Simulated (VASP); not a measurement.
Here is the system:

```yaml
crystal:
  lattice:
    - [2.91331, 0.00000, 0.00000]
    - [0.00000, 2.91331, 0.00000]
    - [0.00000, 0.00000, 3.62815]
  atoms:
    - { symbol: Cu, position: [0.00000, 0.00000, 0.00000] }
    - { symbol: Au, position: [0.50000, 0.50000, 0.50000] }
```

Method: TPSS meta-GGA, VASP's PBE PAW potentials (set 64) (plane waves; VASP). Numerical set-up: 520 eV cut-off, 13×13×10 Γ-centred mesh, first-order Methfessel-Paxton smearing of 0.10 eV, potentials Cu Au.

### Question
Give the stress tensor in GPa (positive for a compressed cell).

### Answer

```
-7.88   0.00   0.00
 0.00  -7.88   0.00
 0.00   0.00  -7.88
```
The pressure is its mean diagonal, -7.88 GPa.

The compound is CuAu in the L1_0 structure. This cell is one point of a volume scan, at 1.06 of the reference volume.
